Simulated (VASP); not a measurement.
An input for Quantum ESPRESSO's pw.x (written as the equivalent of a VASP run, and not itself run):

```
&CONTROL
  calculation = 'scf'
  pseudo_dir = './pseudo'
  outdir = './out'
  tprnfor = .true.
  tstress = .true.
/
&SYSTEM
  ibrav = 0
  nat = 1
  ntyp = 1
  ecutwfc = 56.6
  occupations = 'tetrahedra'
  input_dft = 'vdw-df-ob86'
/
&ELECTRONS
  conv_thr = 7.3e-09
  electron_maxstep = 100
/
ATOMIC_SPECIES
  Ba 137.327 Ba.upf
CELL_PARAMETERS angstrom
    -2.4529480    2.4529480    2.4529480
     2.4529480   -2.4529480    2.4529480
     2.4529480    2.4529480   -2.4529480
ATOMIC_POSITIONS crystal
  Ba   0.0000000  0.0000000  0.0000000
K_POINTS automatic
  12 12 12 0 0 0
```

Task: Write the VASP files for the same calculation (optB86b-vdW).

Result: This is not unique; one that fits is 
### POSCAR
```
Ba
1
   -2.4529480198     2.4529480198     2.4529480198
    2.4529480198    -2.4529480198     2.4529480198
    2.4529480198     2.4529480198    -2.4529480198
Ba
1
Direct
  0.0000000000   0.0000000000   0.0000000000
```

### INCAR
```
! general
SYSTEM  =Ba
PREC    =Accurate
ENCUT   =520
LREAL   =.FALSE.
LASPH   =.TRUE.

! electronic loop
EDIFF   =1E-7
NELM    =100
ALGO    =Normal
LMAXMIX =4

! smearing
ISMEAR  =-5

! functional
GGA     =MK
LUSE_VDW=.TRUE.
AGGAC   =0.0
PARAM1  =0.1234
PARAM2  =1.0

! ions
ISIF    =2

! output
LWAVE   =.FALSE.
LCHARG  =.TRUE.
LORBIT  =11
NEDOS   =601
```

File KPOINTS:
```
K-points
0
G
  12 12 12
```

POTCAR, in this order: Ba_sv (PBE.64 set). Program: vasp_std.

The two are equivalent in intent, not identical: the potentials are each code's own (VASP's PAW set, PseudoDojo norm-conserving files in pw.x), so ENCUT and ecutwfc are chosen apart and not converted; conv_thr bounds pw.x's estimated SCF error, while EDIFF bounds the energy change between steps.

The compound is Ba in the bcc structure. It was relaxed first, which changed the volume by -7 %.
